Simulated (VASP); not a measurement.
```
MgF2
1.0
    3.05467     0.00000     0.00000
    0.00000     6.54204     0.00000
    0.00000     0.00000    24.83228
F Mg
12 6
Cartesian
  0.00000   3.27102   7.85634
  0.00000   0.00000  11.12737
  1.52733   5.25326   9.14513
  1.52733   1.28878   9.14513
  0.00000   3.27102  10.43391
  0.00000   3.27102  14.39838
  1.52733   1.98224  12.41614
  1.52733   4.55980  12.41614
  0.00000   0.00000  13.70491
  1.52733   5.25326  15.68715
  1.52733   1.28878  15.68715
  0.00000   3.27102  16.97595
  0.00000   0.00000   9.14513
  1.52733   3.27102   9.14513
  0.00000   3.27102  12.41614
  1.52733   0.00000  12.41614
  0.00000   0.00000  15.68715
  1.52733   3.27102  15.68715
```

These are PBEsol GGA, VASP's PBE PAW potentials (set 64) (plane waves; VASP) values and carry that method's errors. Settings: PREC = Normal, LREAL = Auto, EDIFF = 1E-5, 450 eV cut-off, 7×3×1 Γ-centred mesh, Gaussian smearing of 0.050 eV, potentials F Mg.

Task: The ions are relaxed. Predict the relaxed structure.

Result: 
```
MgF2
1.0
    3.05467     0.00000     0.00000
    0.00000     6.54204     0.00000
    0.00000     0.00000    24.83228
F Mg
12 6
Cartesian
  0.00000   3.27102   7.86504
  0.00000   0.00000  11.13658
  1.52733   5.31352   9.02105
  1.52733   1.22852   9.02105
  3.05467   3.27102  10.42154
  0.00000   3.27102  14.41074
  1.52733   1.96898  12.41614
  1.52733   4.57306  12.41614
  0.00000   0.00000  13.69570
  1.52733   5.31352  15.81123
  1.52733   1.22852  15.81123
  3.05467   3.27102  16.96724
  0.00000   0.00000   9.21325
  1.52733   3.27102   8.99858
  0.00000   3.27102  12.41614
  1.52733   0.00000  12.41614
  0.00000   0.00000  15.61903
  1.52733   3.27102  15.83371
```

Task: How much energy does the relaxation gain?

Result: The energy (σ→0) changes by -26.1 meV/atom, in 16 ionic steps.

The cell is a thin slab with vacuum, built from MgF2 (rutile): (110) face.
